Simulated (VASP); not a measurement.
Here is the system:

```yaml
crystal:
  lattice:
    - [4.44557, 0.00000, 0.00000]
    - [-2.22278, 3.84997, 0.00000]
    - [0.00000, 0.00000, 7.28334]
  atoms:
    - { symbol: Cd, position: [0.33333, 0.66667, 0.00018] }
    - { symbol: Cd, position: [0.66667, 0.33333, 0.50018] }
    - { symbol: Te, position: [0.33333, 0.66667, 0.37482] }
    - { symbol: Te, position: [0.66667, 0.33333, 0.87482] }
```

Calculation: PBEsol GGA, VASP's PBE PAW potentials (set 64) (plane waves; VASP 6.6.1). Numerical set-up: 500 eV cut-off, 6×6×3 Γ-centred mesh, Gaussian smearing of 0.050 eV, potentials Cd Te.

Unless said otherwise, spin-orbit coupling is left out, though it shifts the bands of the heavy elements here.

**Question.** What does the run give for the energy per atom (σ→0), pressure, band gap (on the k-mesh) with the smallest direct gap where there is one?

**Answer.** 
The band gap (on the k-mesh) is 0.98 eV. The smallest direct gap (on the k-mesh) comes out as 0.98 eV and the energy per atom (σ→0) is -2695 meV/atom. The pressure is 4.99 GPa.

The structure was generated: CdTe was put into the wurtzite type (P6_3mc), which need not be its known phase. It was relaxed first under an external pressure of 5 GPa.
